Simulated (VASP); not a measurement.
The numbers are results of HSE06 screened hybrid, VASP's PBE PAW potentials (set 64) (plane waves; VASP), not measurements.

VASP input:

POSCAR:
```
Al31As33
1
   11.4648462108     0.0000000000     0.0000000000
    0.0000000000    11.4648462108     0.0000000000
    0.0000000000     0.0000000000    11.4648462108
Al As
31 33
Direct
  0.5000143699   0.0000891979   0.0001462813
  0.7501121917   0.2498166308   0.0007637996
  0.7500841512   0.0005344711   0.2500255024
  0.9999971563   0.0000178939   0.0000018607
  0.2500475491   0.2499850593   0.9996532217
  0.4999888751   0.4999709946   0.0001644360
  0.7500656390   0.7500916232   0.9994672259
  0.2500340145   0.9997284088   0.2500482259
  0.4996030306   0.2488537820   0.2488719646
  0.7517511086   0.5010191213   0.2484691471
  0.4999990671   0.0000660727   0.4999986103
  0.7516887383   0.2484776383   0.5008540441
  0.7500868811   0.9994916579   0.7500852733
  0.9999357138   0.5000205237   0.0001824477
  0.2498500609   0.7502022712   0.0007445772
  0.9995604424   0.2500073949   0.2500122887
  0.2485769377   0.4994592456   0.2485788529
  0.5008762789   0.7517929839   0.2483848341
  0.9998953801   0.9999714421   0.5000540497
  0.2485216408   0.2486022015   0.4995930669
  0.7513089901   0.7512852790   0.4995252359
  0.2499014522   0.0005893558   0.7501225048
  0.5007793411   0.2483273936   0.7518970834
  0.7517841568   0.4989515302   0.7519224478
  0.0005606329   0.7501458206   0.2500266141
  0.0000559716   0.4999930907   0.4999894828
  0.2483467224   0.7518126985   0.5008123764
  0.0006618650   0.2498539076   0.7501290870
  0.2479047155   0.5012119192   0.7521934187
  0.4991055548   0.7517015418   0.7518310041
  0.9993561806   0.7501865190   0.7500644654
  0.6250773589   0.1249888218   0.1251592788
  0.8750542855   0.3749051807   0.1250697471
  0.8751011317   0.1249644406   0.3749159756
  0.1251026164   0.1251352345   0.1251159861
  0.3750205392   0.3749724688   0.1250701317
  0.6250767734   0.6251151241   0.1249007947
  0.8748974298   0.8749124312   0.1251170657
  0.3750345799   0.1251175667   0.3750667811
  0.6319485780   0.3687272945   0.3687659441
  0.8751691042   0.6251746837   0.3750449071
  0.6250334883   0.1249048612   0.6250779666
  0.8753098582   0.3749184198   0.6251493826
  0.8749178900   0.1250854601   0.8749374946
  0.1248839245   0.6251001688   0.1250189165
  0.3749015264   0.8752145449   0.1250174230
  0.1250053600   0.3749918285   0.3749949217
  0.3682237463   0.6321052718   0.3682727760
  0.6251182820   0.8751017134   0.3750587798
  0.1249009917   0.1248511102   0.6251257105
  0.3677401382   0.3681810535   0.6328379401
  0.4996009463   0.4999849541   0.5006982239
  0.6316913376   0.6314760571   0.6323692785
  0.8749336960   0.8750397005   0.6251237040
  0.3748577728   0.1248583216   0.8752287129
  0.6251210042   0.3748434668   0.8754021210
  0.8751526870   0.6251388020   0.8751722957
  0.1249104387   0.8752454263   0.3749086165
  0.1247799606   0.6251979593   0.6250652415
  0.3749509221   0.8752106905   0.6251211683
  0.1247980752   0.3748593814   0.8753466516
  0.3748715195   0.6252058071   0.8754214351
  0.6251320237   0.8751907243   0.8751643497
  0.1250742035   0.8749233594   0.8749188472
```

### INCAR
```
PREC = Normal
SIGMA = 0.05   ! width (eV)
GGA = PE   ! PBE
LWAVE = .False.
ISIF = 0
HFSCREEN = 0.2   ! 1/Angstrom
LHFCALC = .True.
LCHARG = .False.
LREAL = Auto   ! projection in real space or not
AEXX = 0.25
ENCUT = 400   ! plane-wave cut-off (eV)
EDIFF = 1E-5   ! SCF stop (eV)
SYSTEM = Al31As33
PRECFOCK = Fast
ALGO = Normal   ! blocked Davidson
LMAXMIX = 4   ! l cut-off of mixed one-centre charges
NELMIN = 4
NELM = 50   ! most electronic steps
ISMEAR = 0
LASPH = .True.   ! aspherical one-centre terms
ISYM = 0
```

KPOINTS:
```
kpoints
0
G
 1 1 1
0 0 0
```

POTCAR, in this order: Al As (PBE.64 set). Program: vasp_gam. Read from the step before: WAVECAR.

The resulting files:

**OUTCAR**
```
 ion  position               nearest neighbor table
   1  0.500  0.000  0.000-  55 2.48  46 2.48  32 2.48  63 2.48
   2  0.750  0.250  0.001-  32 2.48  33 2.48  44 2.48  56 2.48
   3  0.750  0.001  0.250-  32 2.48  34 2.48  38 2.48  49 2.49
   4  1.000  0.000  0.000-  44 2.48  64 2.48  38 2.48  35 2.48
   5  0.250  0.250  1.000-  55 2.48  61 2.48  35 2.48  36 2.48
   6  0.500  0.500  0.000-  36 2.48  37 2.48  56 2.48  62 2.48
   7  0.750  0.750  0.999-  57 2.48  63 2.48  38 2.48  37 2.48
   8  0.250  1.000  0.250-  46 2.48  58 2.48  35 2.48  39 2.48
   9  0.500  0.249  0.249-  40 2.47  32 2.47  39 2.48  36 2.48
  10  0.752  0.501  0.248-  40 2.47  33 2.47  41 2.48  37 2.48
  11  0.500  0.000  0.500-  39 2.48  42 2.48  49 2.48  60 2.48
  12  0.752  0.248  0.501-  40 2.47  34 2.47  43 2.48  42 2.48
  13  0.750  0.999  0.750-  54 2.48  63 2.48  44 2.48  42 2.49
  14  1.000  0.500  0.000-  61 2.48  45 2.48  33 2.48  57 2.48
  15  0.250  0.750  0.001-  46 2.48  45 2.48  64 2.48  62 2.48
  16  1.000  0.250  0.250-  33 2.48  34 2.48  35 2.48  47 2.48
  17  0.249  0.499  0.249-  48 2.47  45 2.47  36 2.48  47 2.48
  18  0.501  0.752  0.248-  48 2.47  46 2.47  49 2.48  37 2.48
  19  1.000  1.000  0.500-  58 2.48  34 2.48  50 2.48  54 2.48
  20  0.249  0.249  0.500-  51 2.47  50 2.47  47 2.48  39 2.48
  21  0.751  0.751  0.500-  53 2.47  54 2.47  41 2.48  49 2.48
  22  0.250  0.001  0.750-  50 2.48  55 2.48  64 2.48  60 2.49
  23  0.501  0.248  0.752-  51 2.47  55 2.47  56 2.48  42 2.48
  24  0.752  0.499  0.752-  53 2.47  57 2.47  56 2.48  43 2.48
...
```

### OSZICAR
```
       N       E                     dE             d eps       ncg     rms          rms(c)
DAV:   1    -0.347840090977E+03   -0.34784E+03   -0.22104E+01   372   0.996E+00    0.427E+01
DAV:   2    -0.348013573729E+03   -0.17348E+00   -0.74592E-01   380   0.190E+00    0.335E+01
DAV:   3    -0.347983992876E+03    0.29581E-01   -0.23184E-02   374   0.314E-01    0.209E+01
DAV:   4    -0.347972345744E+03    0.11647E-01   -0.57765E-03   360   0.134E-01    0.125E+01
DAV:   5    -0.347968411444E+03    0.39343E-02   -0.14523E-03   352   0.694E-02    0.735E+00
DAV:   6    -0.347967038737E+03    0.13727E-02   -0.43124E-04   342   0.409E-02    0.429E+00
DAV:   7    -0.347966591628E+03    0.44711E-03   -0.15865E-04   358   0.249E-02    0.246E+00
DAV:   8    -0.347966457087E+03    0.13454E-03   -0.46923E-05   286   0.141E-02    0.141E+00
DAV:   9    -0.347966420342E+03    0.36744E-04   -0.16871E-05   198   0.959E-03    0.821E-01
DAV:  10    -0.347966417816E+03    0.25266E-05   -0.86480E-06   182   0.700E-03
   1 F= -.34796642E+03 E0= -.34796642E+03  d E =-.174982E-12
```

**OUTCAR**
```
------------------------ aborting loop because EDIFF is reached ----------------------------------------
  volume of cell :     1506.97
      direct lattice vectors                 reciprocal lattice vectors
    11.464846211  0.000000000  0.000000000     0.087223150  0.000000000  0.000000000
     0.000000000 11.464846211  0.000000000     0.000000000  0.087223150  0.000000000
     0.000000000  0.000000000 11.464846211     0.000000000  0.000000000  0.087223150
  FREE ENERGIE OF THE ION-ELECTRON SYSTEM (eV)
  ---------------------------------------------------
  free  energy   TOTEN  =      -347.9664178155 eV

  energy  without entropy=     -347.9664178155  energy(sigma->0) =     -347.96641782

  exchange ACFDT corr.  =         0.00000000  see jH, gK, PRB 81, 115126
```
(Selected blocks of OUTCAR.)

File OUTCAR:
```
 val. band max:        3.7860476418   @ k =   0.0000   0.0000   0.0000

 cond. band min:       5.2151990386   @ k =   0.0000   0.0000   0.0000


 Fermi energy:         4.0400456552

 k-point     1 :       0.0000    0.0000    0.0000
  band No.  band energies     occupation
      1     -10.1128      2.00000
      2      -9.4950      2.00000
      3      -8.9388      2.00000
      4      -8.9383      2.00000
      5      -8.9378      2.00000
      6      -8.9043      2.00000
      7      -8.9041      2.00000
      8      -8.6101      2.00000
      9      -8.3743      2.00000
     10      -8.3731      2.00000
     11      -8.3722      2.00000
     12      -8.3094      2.00000
     13      -8.3086      2.00000
     14      -8.3081      2.00000
     15      -8.3025      2.00000
     16      -8.3021      2.00000
     17      -8.3015      2.00000
     18      -8.2999      2.00000
     19      -8.2997      2.00000
     20      -8.2224      2.00000
     21      -8.2209      2.00000
     22      -8.2206      2.00000
     23      -8.2204      2.00000
     24      -7.6611      2.00000
     25      -7.6596      2.00000
     26      -7.6586      2.00000
     27      -7.5978      2.00000
     28      -7.5974      2.00000
     29      -7.5973      2.00000
     30      -7.5969      2.00000
     31      -7.5965      2.00000
     32      -7.5964      2.00000
     33      -6.3097      2.00000
     34      -2.8544      2.00000
     35      -2.8538      2.00000
     36      -2.8534      2.00000
     37      -2.7991      2.00000
     38      -2.7390      2.00000
     39      -2.7384      2.00000
     40      -2.5795      2.00000
     41      -2.4002      2.00000
     42      -2.3996      2.00000
     43      -2.3988      2.00000
     44      -2.3776      2.00000
     45      -2.3771      2.00000
     46      -2.0296      2.00000
     47      -1.7819      2.00000
     48      -1.7804      2.00000
     49      -1.7792      2.00000
     50      -1.7783      2.00000
     51      -1.7781      2.00000
...
```

The supercell is sampled at Γ alone, which is coarse: total energies, pressure and levels can be off, energies of defects by several tenths of an eV.

The cell is a supercell with a defect, built from AlAs (zinc blende): As_Al. The cell's shape comes from a PBE relaxation. The run is not spin-polarised, so no state with unpaired spins was tried.
